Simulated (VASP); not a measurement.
Here is the system:

```
CELL_PARAMETERS angstrom
      4.47661     0.00000     0.00000
      0.00000     2.73373     0.00000
      0.00000     0.00000     4.95840
ATOMIC_POSITIONS crystal
  Mo 0.26003 0.01721 0.16018
  Mo 0.74981 0.00493 0.84336
  Pt 0.24101 0.48720 0.64484
  Pt 0.74916 0.49066 0.35162
```

Method: LDA (Ceperley-Alder, Perdew-Zunger), VASP's LDA PAW potentials (set 64) (plane waves; VASP). Run with 300 eV cut-off, 4×7×4 Γ-centred mesh, Gaussian smearing of 0.27 eV, potentials Mo_sv Pt.

At this cut-off the stress carries a Pulay error, which pulls relaxed volumes low. Unless said otherwise, spin-orbit coupling is left out, though it shifts the bands of the heavy elements here.

**Question.** What does the run give for the energy per atom (σ→0), pressure, largest force, band gap (on the k-mesh) with the smallest direct gap where there is one?

**Answer.** 
```yaml
band gap (on the k-mesh): none (metal, semimetal or under 0.01 eV)
energy per atom (σ→0): -10.139 eV/atom
pressure: -9.03 GPa
largest_force: 0.06098 Ry/bohr
```

Total energies compare only between runs with the same potentials, cut-off and functional.

The structure comes from a computed database's MoPt entry; how it stands against other phases isn't given here. The cell was not relaxed at this level, atoms are displaced from their ideal sites. The k-mesh is coarse (spacing up to 0.35 per Å, 2π included), so the numbers may not be converged in it.
